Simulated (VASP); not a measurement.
Energy against volume of TiC (rock salt). All values below come from r2SCAN+rVV10, VASP's PBE PAW potentials (set 64) (plane waves; VASP).

```
V (Å³/atom)  E (eV/atom)
-----------  -----------
9.515          -12.25619
9.818          -12.28184
10.122         -12.28996
10.426         -12.28301
10.729         -12.26304
```

**Question.** Fit a third-order Birch-Murnaghan equation of state.

**Answer.** 
```
Quantity                                        Result
---------------------------------------  -------------
volume per atom                          10.13 Å³/atom
bulk modulus                                   264 GPa
pressure derivative of the bulk modulus           3.98
lattice constant a                          8.177 bohr
```

Measured: a 4.330 Å (computed value off by -0.1 %), as given by Guo-Xu Zhang et al., New Journal of Physics (2018), doi:10.1088/1367-2630/aac7f0. The calculation is for a static lattice, while the measured a holds thermal and zero-point effects, which are part of the difference.

The compound is TiC in the rock salt structure. It was relaxed first.
